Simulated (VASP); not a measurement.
OSZICAR of a VASP run on Fe:

### OSZICAR
```
       N       E                     dE             d eps       ncg     rms          rms(c)
DAV:   1     0.296512082082E+03    0.29651E+03   -0.14697E+04  5168   0.114E+03
DAV:   2    -0.270180090751E+02   -0.32353E+03   -0.30271E+03  5214   0.314E+02
DAV:   3    -0.472565096238E+02   -0.20239E+02   -0.17607E+02  5934   0.106E+02
DAV:   4    -0.482783090268E+02   -0.10218E+01   -0.99295E+00  5442   0.269E+01
DAV:   5    -0.483089338045E+02   -0.30625E-01   -0.30413E-01  6310   0.316E+00    0.268E+01
DAV:   6    -0.560379986288E+02   -0.77291E+01   -0.69794E+01  6676   0.129E+02    0.521E+01
DAV:   7    -0.557124424241E+02    0.32556E+00   -0.61929E+01  7244   0.149E+02    0.528E+01
DAV:   8    -0.390947960053E+02    0.16618E+02   -0.52035E+01  7984   0.847E+01    0.186E+01
DAV:   9    -0.418032288979E+02   -0.27084E+01   -0.15377E+01  7560   0.671E+01    0.237E+01
DAV:  10    -0.399869546933E+02    0.18163E+01   -0.13658E+01  7472   0.503E+01    0.107E+01
DAV:  11    -0.412772094034E+02   -0.12903E+01   -0.22560E+00  7056   0.209E+01    0.583E+00
DAV:  12    -0.419804142317E+02   -0.70320E+00   -0.96586E-01  5874   0.950E+00    0.329E+00
DAV:  13    -0.424069585262E+02   -0.42654E+00   -0.76185E-01  5862   0.691E+00    0.144E+00
DAV:  14    -0.424579646915E+02   -0.51006E-01   -0.12521E-01  6444   0.447E+00    0.100E+00
DAV:  15    -0.425601740766E+02   -0.10221E+00   -0.17755E-01  6184   0.263E+00    0.723E-01
DAV:  16    -0.425500069778E+02    0.10167E-01   -0.73579E-02  5464   0.111E+00    0.551E-01
DAV:  17    -0.425611466992E+02   -0.11140E-01   -0.11287E-02  6998   0.155E+00    0.296E-01
DAV:  18    -0.425704501775E+02   -0.93035E-02   -0.58563E-03  5920   0.403E-01    0.220E-01
DAV:  19    -0.425802208161E+02   -0.97706E-02   -0.22311E-03  6722   0.349E-01    0.116E-01
DAV:  20    -0.426056230812E+02   -0.25402E-01   -0.34153E-03  5546   0.197E-01    0.769E-02
DAV:  21    -0.426131202578E+02   -0.74972E-02   -0.20713E-04  6180   0.101E-01    0.650E-02
DAV:  22    -0.426137362895E+02   -0.61603E-03   -0.20675E-05  4006   0.485E-02    0.508E-02
DAV:  23    -0.426138943181E+02   -0.15803E-03   -0.12438E-05  3482   0.563E-02    0.277E-02
DAV:  24    -0.426140285641E+02   -0.13425E-03   -0.26466E-05  4016   0.508E-02    0.756E-03
DAV:  25    -0.426140177070E+02    0.10857E-04   -0.11050E-05  3512   0.240E-02    0.550E-03
DAV:  26    -0.426140188999E+02   -0.11929E-05   -0.27370E-06  3218   0.136E-02
   1 F= -.42614019E+02 E0= -.42613152E+02  d E =-.426140E+02  mag=    11.2147
       N       E                     dE             d eps       ncg     rms          rms(c)
DAV:   1    -0.426137912573E+02    0.22645E-03   -0.19140E-01  5166   0.223E+00    0.269E-01
DAV:   2    -0.426156106564E+02   -0.18194E-02   -0.58115E-03  7716   0.151E+00    0.463E-01
DAV:   3    -0.426158832699E+02   -0.27261E-03   -0.10332E-02  7840   0.231E+00    0.475E-01
DAV:   4    -0.426150059434E+02    0.87733E-03   -0.45246E-03  8050   0.145E+00    0.261E-01
DAV:   5    -0.426145812361E+02    0.42471E-03   -0.10808E-03  8320   0.717E-01    0.429E-02
DAV:   6    -0.426145172187E+02    0.64017E-04   -0.68752E-05  5306   0.816E-02    0.262E-02
DAV:   7    -0.426144824623E+02    0.34756E-04   -0.20450E-05  3692   0.958E-02    0.174E-02
DAV:   8    -0.426144813513E+02    0.11111E-05   -0.87663E-06  3320   0.544E-02
   2 F= -.42614481E+02 E0= -.42613610E+02  d E =-.462451E-03  mag=    11.2129
       N       E                     dE             d eps       ncg     rms          rms(c)
DAV:   1    -0.426141276622E+02    0.35480E-03   -0.10582E-01  5160   0.166E+00    0.201E-01
DAV:   2    -0.426151846974E+02   -0.10570E-02   -0.33280E-03  7752   0.114E+00    0.353E-01
DAV:   3    -0.426153071973E+02   -0.12250E-03   -0.59326E-03  7852   0.174E+00    0.358E-01
DAV:   4    -0.426148120552E+02    0.49514E-03   -0.26452E-03  8066   0.111E+00    0.200E-01
DAV:   5    -0.426145599238E+02    0.25213E-03   -0.62081E-04  8316   0.548E-01    0.321E-02
DAV:   6    -0.426145269509E+02    0.32973E-04   -0.39374E-05  4972   0.630E-02    0.191E-02
DAV:   7    -0.426145291768E+02   -0.22259E-05   -0.10798E-05  3582   0.672E-02
   3 F= -.42614529E+02 E0= -.42613656E+02  d E =-.510277E-03  mag=    11.2104
       N       E                     dE             d eps       ncg     rms          rms(c)
DAV:   1    -0.426144571689E+02    0.69782E-04   -0.70599E-02  5160   0.136E+00    0.166E-01
DAV:   2    -0.426159281537E+02   -0.14710E-02   -0.41932E-03  7788   0.134E+00    0.449E-01
DAV:   3    -0.426150462660E+02    0.88189E-03   -0.60481E-03  7956   0.166E+00    0.222E-01
DAV:   4    -0.426147834770E+02    0.26279E-03   -0.91831E-04  8166   0.641E-01    0.733E-02
DAV:   5    -0.426147624111E+02    0.21066E-04   -0.10841E-04  7346   0.220E-01    0.293E-02
DAV:   6    -0.426147732329E+02   -0.10822E-04   -0.17107E-05  3256   0.669E-02    0.121E-02
DAV:   7    -0.426148190678E+02   -0.45835E-04   -0.73809E-06  3142   0.355E-02    0.116E-02
DAV:   8    -0.426148549693E+02   -0.35902E-04   -0.64959E-06  3014   0.457E-02    0.919E-03
DAV:   9    -0.426148778605E+02   -0.22891E-04   -0.26288E-06  3006   0.948E-03    0.857E-03
DAV:  10    -0.426149106066E+02   -0.32746E-04   -0.82442E-07  3038   0.882E-03    0.637E-03
DAV:  11    -0.426149779529E+02   -0.67346E-04   -0.18573E-06  3156   0.107E-02    0.678E-03
DAV:  12    -0.426151143660E+02   -0.13641E-03   -0.95014E-06  3680   0.111E-02    0.388E-03
DAV:  13    -0.426151549437E+02   -0.40578E-04   -0.22075E-06  3370   0.663E-03    0.280E-03
DAV:  14    -0.426151890749E+02   -0.34131E-04   -0.29149E-06  3314   0.752E-03    0.234E-03
DAV:  15    -0.426151873385E+02    0.17363E-05   -0.17990E-06  3224   0.406E-03
   4 F= -.42615187E+02 E0= -.42614343E+02  d E =-.658162E-03  mag=    11.1971
       N       E                     dE             d eps       ncg     rms          rms(c)
DAV:   1    -0.426126683575E+02    0.25207E-02   -0.63569E-01  5160   0.409E+00    0.498E-01
DAV:   2    -0.426266069135E+02   -0.13939E-01   -0.39051E-02  7764   0.410E+00    0.137E+00
DAV:   3    -0.426177595546E+02    0.88474E-02   -0.60167E-02  8034   0.503E+00    0.659E-01
DAV:   4    -0.426157222129E+02    0.20373E-02   -0.80787E-03  8338   0.187E+00    0.219E-01
DAV:   5    -0.426154999016E+02    0.22231E-03   -0.10102E-03  7934   0.669E-01    0.828E-02
DAV:   6    -0.426153998681E+02    0.10003E-03   -0.15252E-04  6468   0.190E-01    0.447E-02
DAV:   7    -0.426153321307E+02    0.67737E-04   -0.46624E-05  5430   0.112E-01    0.263E-02
DAV:   8    -0.426153549733E+02   -0.22843E-04   -0.24284E-05  3562   0.102E-01    0.193E-02
DAV:   9    -0.426153849910E+02   -0.30018E-04   -0.84659E-06  3312   0.445E-02    0.167E-02
DAV:  10    -0.426154137493E+02   -0.28758E-04   -0.39637E-06  3144   0.230E-02    0.120E-02
DAV:  11    -0.426154790992E+02   -0.65350E-04   -0.11617E-05  3980   0.191E-02    0.105E-02
DAV:  12    -0.426155227693E+02   -0.43670E-04   -0.54425E-06  3474   0.181E-02    0.123E-02
DAV:  13    -0.426155719801E+02   -0.49211E-04   -0.49599E-06  3620   0.148E-02    0.102E-02
DAV:  14    -0.426156231466E+02   -0.51166E-04   -0.99983E-06  3746   0.284E-02    0.344E-03
DAV:  15    -0.426156391259E+02   -0.15979E-04   -0.18053E-06  3258   0.101E-02    0.215E-03
DAV:  16    -0.426156437797E+02   -0.46539E-05   -0.63943E-07  3096   0.492E-03
   5 F= -.42615644E+02 E0= -.42614895E+02  d E =-.111460E-02  mag=    11.1731
```

Task: Which electronic solver shows in the log?

Result: It is blocked Davidson (ALGO = Normal, or the opening steps of other solvers). The INCAR had ALGO = Normal.

Task: How was spin treated?

Result: Collinear spin (ISPIN = 2): the summary line carries one mag value, 11.17 μB in the cell.

Task: Can the final energy be trusted as converged?

Result: Self-consistency was reached. It stopped with EDIFF = 1E-5, NELM = 100, NSW = 50 and EDIFFG = -0.03 after 5 ionic steps (PBEsol GGA, plane waves, VASP's PBE PAW potentials (set 64)).

The cell is a thin slab with vacuum, built from Fe (bcc): (110) face.
